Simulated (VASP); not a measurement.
A convergence study with VASP on Al3Sc (L1_2): one setting is varied, all else stays as given below, so the limit is that of these other settings. Each run relaxes cell and ions from the cell shown.

```yaml
crystal:
  lattice:
    - [4.10000, 0.00000, 0.00000]
    - [0.00000, 4.10000, 0.00000]
    - [0.00000, 0.00000, 4.10000]
  atoms:
    - { symbol: Sc, position: [0.00000, 0.00000, 0.00000] }
    - { symbol: Al, position: [0.00000, 0.50000, 0.50000] }
    - { symbol: Al, position: [0.50000, 0.00000, 0.50000] }
    - { symbol: Al, position: [0.50000, 0.50000, 0.00000] }
```

The numbers are results of PBE GGA, VASP's PBE PAW potentials (set 64) (plane waves; VASP), not measurements. The tightest run used: 550 eV cut-off, 11×11×11 Γ-centred mesh, first-order Methfessel-Paxton smearing of 0.10 eV, potentials Sc_sv Al.

### Question
The settings run are 2×2×2 mesh; 3×3×3 mesh; 4×4×4 mesh; 5×5×5 mesh; 6×6×6 mesh; 7×7×7 mesh; 8×8×8 mesh; 9×9×9 mesh; 10×10×10 mesh; 11×11×11 mesh. From which on does the relaxed volume stay within 0.05 Å³/atom of the tightest run?

### Answer
From 3×3×3 mesh on: it is off by 0.013 there and by no more than 0.05 in any finer run, while 2×2×2 mesh is off by 0.970.
```
setting        relaxed volume (Å³/atom)  E (eV/atom)  irreducible k-points  difference judged (Å³/atom)
-------------  ------------------------  -----------  --------------------  ---------------------------
2×2×2 mesh                       18.269      -4.4901                     4                        0.970
3×3×3 mesh                       17.311      -4.7800                     4                        0.013
4×4×4 mesh                       17.335      -4.7913                    10                        0.037
5×5×5 mesh                       17.281      -4.8265                    10                        0.017
6×6×6 mesh                       17.277      -4.8208                    20                        0.021
7×7×7 mesh                       17.297      -4.8244                    20                        0.002
8×8×8 mesh                       17.310      -4.8244                    35                        0.011
9×9×9 mesh                       17.307      -4.8220                    35                        0.008
10×10×10 mesh                    17.295      -4.8245                    56                        0.003
11×11×11 mesh                    17.298      -4.8254                    56                        0.000
```

Left out are rungs that failed or repeat a setting and relaxations that didn't move; long series are thinned to 24 rows.

The compound is Al3Sc in the L1_2 structure.
